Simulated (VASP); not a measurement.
An input for Ansatz (written as the equivalent of a VASP run, and not itself run):

Ansatz 0.2 input:
```yaml
crystal:
  lattice:
    - [0.0000000, 2.9085091, 2.9085091]
    - [2.9085091, 0.0000000, 2.9085091]
    - [2.9085091, 2.9085091, 0.0000000]
  atoms:
    - { symbol: Ca, position: [0.0000000, 0.0000000, 0.0000000] }
    - { symbol: Se, position: [0.5000000, 0.5000000, 0.5000000] }
kpoints:
  mp_grid: { grid: [8, 8, 8] }
hamiltonian:
  xc: pbesol
  pseudopotentials: { kind: paw }
scf:
  occupations: { method: gaussian, width: 0.05 }
  max_iter: 100
output: { forces: true, stress: true, eigenvalues: true }
```

Task: Write the VASP files for the same calculation (PBEsol).

Result: One answer among several that fit: 
**POSCAR**
```
CaSe
1
    0.0000000000     2.9085091229     2.9085091229
    2.9085091229     0.0000000000     2.9085091229
    2.9085091229     2.9085091229     0.0000000000
Ca Se
1 1
Direct
  0.0000000000   0.0000000000   0.0000000000
  0.5000000000   0.5000000000   0.5000000000
```

### INCAR
```
SYSTEM = CaSe
PREC = Accurate; ENCUT = 520; LREAL = F
LASPH = T
EDIFF = 1E-7; NELM = 100; ALGO = Normal
LMAXMIX = 4
ISMEAR = 0; SIGMA = 0.05
GGA = PS
ISIF = 2
LWAVE = F; LCHARG = F
```

KPOINTS:
```
Automatic mesh
0
Gamma
8 8 8
0 0 0
```

POTCAR, in this order: Ca_sv Se (PBE.64 set). Program: vasp_std.

What does not carry over: each code has its own PAW files, so the cut-off isn't converted (ENCUT is set for VASP's; basis.ecutwfc is left out, and Ansatz then takes the one that its files recommend); Ansatz stops its SCF on the density residual and VASP on the energy change (EDIFF).

The compound is CaSe in the rock salt structure. This cell is one point of a volume scan, at 0.97 of the reference volume.
